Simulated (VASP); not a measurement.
# Sr₃SnO (space group Pm-3m): computed properties

The numbers are results of PBEsol GGA, VASP's PBE PAW potentials (set 64) (plane waves; VASP), not measurements.

```
Quantity                                                              Result
----------------------------------  ----------------------------------------
space group                                                      Pm-3m (221)
cell                                 a = b = c = 5.098 Å, α = β = γ = 90.00°
volume per atom                                                26.50 Å³/atom
band gap (over mesh and band path)  none (metal, semimetal or under 0.01 eV)
band gap with spin-orbit coupling                                    0.10 eV
density                                                           4.98 g/cm³
```

```xyz
5
Lattice="5.0983 0.0000 0.0000 0.0000 5.0983 0.0000 0.0000 0.0000 5.0983" Properties=species:S:1:pos:R:3 pbc="T T T"
Sr     2.5491     0.0000     2.5491
Sr     0.0000     2.5491     2.5491
Sr     2.5491     2.5491     0.0000
Sn     0.0000     0.0000     0.0000
O      2.5491     2.5491     2.5491
```

Unless said otherwise, spin-orbit coupling is left out, though it shifts the bands of the heavy elements here.

The structure comes from a computed database's Sr3SnO entry (Pm-3m); how it stands against other phases isn't given here. It was relaxed first. Symmetry was kept, so distortions that lower it aren't found.
